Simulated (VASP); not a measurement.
Output of a VASP run:

### OSZICAR
```
...
RMM:   4    -0.525364568051E+03   -0.13814E-04   -0.62983E-04   375   0.486E-02    0.228E-02
RMM:   5    -0.525364575891E+03   -0.78402E-05   -0.91233E-05   346   0.199E-02
  10 F= -.52536458E+03 E0= -.52536458E+03  d E =-.748670E-02
       N       E                     dE             d eps       ncg     rms          rms(c)
DAV:   1    -0.525364823913E+03   -0.25586E-03   -0.36250E-02   404   0.481E-01    0.508E-02
RMM:   2    -0.525364843918E+03   -0.20005E-04   -0.66784E-04   362   0.608E-02    0.237E-02
RMM:   3    -0.525364841547E+03    0.23707E-05   -0.14088E-04   366   0.249E-02    0.126E-02
RMM:   4    -0.525364842329E+03   -0.78214E-06   -0.30588E-05   242   0.110E-02
  11 F= -.52536484E+03 E0= -.52536484E+03  d E =-.775314E-02
       N       E                     dE             d eps       ncg     rms          rms(c)
DAV:   1    -0.525367332521E+03   -0.24910E-02   -0.33588E-01   380   0.146E+00    0.155E-01
RMM:   2    -0.525367460790E+03   -0.12827E-03   -0.53656E-03   362   0.173E-01    0.704E-02
RMM:   3    -0.525367412956E+03    0.47834E-04   -0.11067E-03   366   0.705E-02    0.336E-02
RMM:   4    -0.525367422602E+03   -0.96459E-05   -0.25572E-04   378   0.307E-02    0.149E-02
RMM:   5    -0.525367425237E+03   -0.26354E-05   -0.32334E-05   243   0.123E-02
  12 F= -.52536743E+03 E0= -.52536743E+03  d E =-.258291E-02
       N       E                     dE             d eps       ncg     rms          rms(c)
DAV:   1    -0.525367463450E+03   -0.40848E-04   -0.59310E-03   420   0.194E-01    0.208E-02
RMM:   2    -0.525367466744E+03   -0.32940E-05   -0.10508E-04   362   0.241E-02    0.939E-03
RMM:   3    -0.525367466397E+03    0.34707E-06   -0.22835E-05   227   0.997E-03    0.478E-03
RMM:   4    -0.525367466532E+03   -0.13502E-06   -0.40087E-06   204   0.405E-03
  13 F= -.52536747E+03 E0= -.52536747E+03  d E =-.262420E-02
       N       E                     dE             d eps       ncg     rms          rms(c)
DAV:   1    -0.525368187191E+03   -0.72079E-03   -0.95602E-02   380   0.778E-01    0.900E-02
RMM:   2    -0.525368265403E+03   -0.78212E-04   -0.20790E-03   362   0.107E-01    0.422E-02
RMM:   3    -0.525368257182E+03    0.82212E-05   -0.39769E-04   368   0.417E-02    0.233E-02
RMM:   4    -0.525368256263E+03    0.91839E-06   -0.87542E-05   367   0.184E-02
  14 F= -.52536826E+03 E0= -.52536826E+03  d E =-.789732E-03
       N       E                     dE             d eps       ncg     rms          rms(c)
DAV:   1    -0.525368258045E+03   -0.86364E-06   -0.31258E-05   324   0.128E-02    0.500E-03
RMM:   2    -0.525368258331E+03   -0.28613E-06   -0.34806E-06   199   0.466E-03    0.322E-03
RMM:   3    -0.525368258415E+03   -0.83808E-07   -0.51447E-07   119   0.207E-03    0.120E-03
RMM:   4    -0.525368258434E+03   -0.18841E-07   -0.72542E-08    58   0.146E-03
  15 F= -.52536826E+03 E0= -.52536826E+03  d E =-.791902E-03
       N       E                     dE             d eps       ncg     rms          rms(c)
DAV:   1    -0.525368588313E+03   -0.32990E-03   -0.44400E-02   380   0.524E-01    0.563E-02
RMM:   2    -0.525368604913E+03   -0.16600E-04   -0.74204E-04   362   0.638E-02    0.264E-02
RMM:   3    -0.525368599628E+03    0.52854E-05   -0.17811E-04   367   0.265E-02    0.125E-02
RMM:   4    -0.525368601100E+03   -0.14723E-05   -0.33852E-05   248   0.113E-02
  16 F= -.52536860E+03 E0= -.52536860E+03  d E =-.342666E-03
```

File OUTCAR:
```
------------------------ aborting loop because EDIFF is reached ----------------------------------------
  FORCE on cell =-STRESS in cart. coord.  units (eV):
  Direction    XX          YY          ZZ          XY          YZ          ZX
  --------------------------------------------------------------------------------------
  Total       25.7770605     25.9330262      6.5800694     -0.0915240      0.0103025     -0.0154998
  in kB       54.6542163     54.9849050     13.9514953     -0.1940552      0.0218441     -0.0328636
  external PRESSURE =      41.1968722 kB  Pullay stress =       0.0000000 kB
  volume of cell :      755.65
      direct lattice vectors                 reciprocal lattice vectors
     4.640980826 -8.038414841  0.000000000     0.107735847 -0.062201318  0.000000000
     4.640980826  8.038414841  0.000000000     0.107735847  0.062201318  0.000000000
     0.000000000  0.000000000 10.127683410     0.000000000  0.000000000  0.098739263
  FREE ENERGIE OF THE ION-ELECTRON SYSTEM (eV)
  ---------------------------------------------------
  free  energy   TOTEN  =      -525.3686011002 eV

  energy  without entropy=     -525.3686011002  energy(sigma->0) =     -525.36860110

 reached required accuracy - stopping structural energy minimisation
```
(Selected blocks of OUTCAR.)

**POSCAR**
```
C35Si37
1
    4.6409808260    -8.0384148411     0.0000000000
    4.6409808260     8.0384148411     0.0000000000
    0.0000000000     0.0000000000    10.1276834096
Si C
37 35
Direct
  0.0000000000   0.0000000000   0.0000000000
  0.0000000000   0.0000000000   0.5000000000
  0.2222220000   0.1111110000   0.7501800000
  0.1111110000   0.2222220000   0.2501800000
  0.0000000000   0.3333330000   0.0000000000
  0.0000000000   0.3333330000   0.5000000000
  0.2222220000   0.4444440000   0.7501800000
  0.1111110000   0.5555560000   0.2501800000
  0.0000000000   0.6666670000   0.0000000000
  0.0000000000   0.6666670000   0.5000000000
  0.2222220000   0.7777780000   0.7501800000
  0.1111110000   0.8888890000   0.2501800000
  0.3333330000   0.0000000000   0.0000000000
  0.3333330000   0.0000000000   0.5000000000
  0.5555560000   0.1111110000   0.7501800000
  0.4444440000   0.2222220000   0.2501800000
  0.3333330000   0.3333330000   0.0000000000
  0.3300310000   0.3332480000   0.4969770000
  0.5564400000   0.4404130000   0.7549570000
  0.4444440000   0.5555560000   0.2501800000
  0.5604970000   0.4439870000   0.5632650000
  0.3333330000   0.6666670000   0.0000000000
  0.3333330000   0.6666670000   0.5000000000
  0.5555560000   0.7777780000   0.7501800000
  0.4444440000   0.8888890000   0.2501800000
  0.6666670000   0.0000000000   0.0000000000
  0.6666670000   0.0000000000   0.5000000000
  0.8888890000   0.1111110000   0.7501800000
  0.7777780000   0.2222220000   0.2501800000
  0.6666670000   0.3333330000   0.0000000000
  0.6673560000   0.3282370000   0.4960720000
  0.8888890000   0.4444440000   0.7501800000
  0.7777780000   0.5555560000   0.2501800000
  0.6666670000   0.6666670000   0.0000000000
  0.6620530000   0.6634980000   0.5002680000
  0.8888890000   0.7777780000   0.7501800000
  0.7777780000   0.8888890000   0.2501800000
  0.0000000000   0.0000000000   0.8121600000
  0.0000000000   0.0000000000   0.3121600000
  0.2185570000   0.1135390000   0.5656620000
  0.1111110000   0.2222220000   0.0632900000
  0.0000000000   0.3333330000   0.8121600000
  0.0000000000   0.3333330000   0.3121600000
  0.2160780000   0.4405860000   0.5642800000
  0.1111110000   0.5555560000   0.0632900000
  0.0000000000   0.6666670000   0.8121600000
  0.0000000000   0.6666670000   0.3121600000
  0.2222220000   0.7777780000   0.5632900000
  0.1111110000   0.8888890000   0.0632900000
  0.3333330000   0.0000000000   0.8121600000
  0.3333330000   0.0000000000   0.3121600000
  0.5524790000   0.1052940000   0.5598400000
  0.4444440000   0.2222220000   0.0632900000
  0.3282700000   0.3277070000   0.8157270000
  0.3381960000   0.3328560000   0.3101390000
  0.4444440000   0.5555560000   0.0632900000
  0.3333330000   0.6666670000   0.8121600000
  0.3333330000   0.6666670000   0.3121600000
  0.5550960000   0.7745370000   0.5646560000
  0.4444440000   0.8888890000   0.0632900000
  0.6666670000   0.0000000000   0.8121600000
  0.6666670000   0.0000000000   0.3121600000
  0.8888890000   0.1111110000   0.5632900000
  0.7777780000   0.2222220000   0.0632900000
  0.6648630000   0.3314210000   0.8160910000
  0.6715880000   0.3350280000   0.3133510000
  0.8838100000   0.4397160000   0.5667340000
  0.7777780000   0.5555560000   0.0632900000
  0.6608320000   0.6652390000   0.8090590000
  0.6611140000   0.6624310000   0.3158810000
  0.8903860000   0.7744750000   0.5674100000
  0.7777780000   0.8888890000   0.0632900000
```

Q: Reconstruct the remaining input files.

A: One answer among several that fit: the input of the run itself, PBE GGA, plane waves, VASP's PBE PAW potentials (set 64).

### KPOINTS
```
Automatic mesh
0
Gamma
1 1 1
```

**INCAR**
```
NELMIN=4
ENCUT=400   ! plane-wave cut-off (eV)
GGA=PE   ! PBE
IBRION=2   ! conjugate gradients
SIGMA=0.05
EDIFF=1E-5
EDIFFG=-0.03
LASPH=.TRUE.   ! aspherical one-centre terms
ISYM=0
SYSTEM=C35Si37
LREAL=Auto
NSW=60   ! most ionic steps
ISIF=2
ALGO=Fast   ! Davidson, then RMM-DIIS
ISMEAR=0   ! Gaussian
NELM=100   ! most electronic steps
PREC=Normal
LCHARG=.FALSE.
LWAVE=.TRUE.
```

POTCAR, in this order: Si C (PBE.64 set). Program: vasp_gam.

At this cut-off the stress carries a Pulay error, which pulls relaxed volumes low. The supercell is sampled at Γ alone, which is coarse: total energies, pressure and levels can be off, energies of defects by several tenths of an eV.

The cell is a supercell with a defect, built from SiC (4h): Si_C. The run is not spin-polarised, so no state with unpaired spins was tried.
